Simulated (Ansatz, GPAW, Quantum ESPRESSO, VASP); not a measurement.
Ag (P6_3/mmc, 4 atoms in the cell) computed with different codes at matched settings

Self-consistent single point.

```
CELL_PARAMETERS angstrom
      2.98216     0.00000     0.00000
     -1.49108     2.58263     0.00000
      0.00000     0.00000     9.69463
ATOMIC_POSITIONS crystal
  Ag 0.00000 0.00000 0.00000
  Ag 0.00000 0.00000 0.50000
  Ag 0.33333 0.66667 0.25000
  Ag 0.66667 0.33333 0.75000
```

Shared settings, as Ansatz (a first-principles code) writes them: kpoints.mp_grid.grid = 13 13 4; scf.occupations.method = fermi_dirac; scf.occupations.width = 0.1 eV. Potentials and cutoffs stand in the table.

```json
[
 {"code": "Quantum ESPRESSO", "model": "PBEsol, PSlibrary ultrasoft (PBE) pseudopotentials", "pressure (GPa)": "-11.30", "cutoff": "50 Ry"},
 {"code": "VASP", "model": "PBEsol, VASP's PBE PAW potentials (set 64)", "pressure (GPa)": "-9.90", "cutoff": "300 eV"},
 {"code": "GPAW", "model": "PBEsol, GPAW PAW datasets PBEsol (made by gpaw-setup)", "pressure (GPa)": "-9.65", "cutoff": "600 eV"},
 {"code": "Ansatz", "model": "PBEsol, default PAW files made with PBE", "pressure (GPa)": "-9.72", "cutoff": "420 eV"}
]
```

The spread over the programs that give each value: pressure within 1.65 GPa.

Ansatz's pressure is given at a fixed set of plane waves, as the other plane-wave codes print theirs; with its correction for the finite basis it is -9.68 GPa. In the pressure, Quantum ESPRESSO (by 1.49) lies more than 1 GPa from the median of the plane-wave programs.

VASP's run is marked for a possible Pulay error in its stress at this cutoff; no cutoff test was made.

The starting cell comes from a database of computed structures (which also holds hypothetical and non-ambient phases and stackings), without a prior relaxation at this level. Its lattice was rescaled by a random factor within 2.5 % of one.

Left out of this page: FLEUR (with a known weakness of the program); SIESTA (not drawn, or without a comparable value).

Keys are those of Ansatz 0.2.
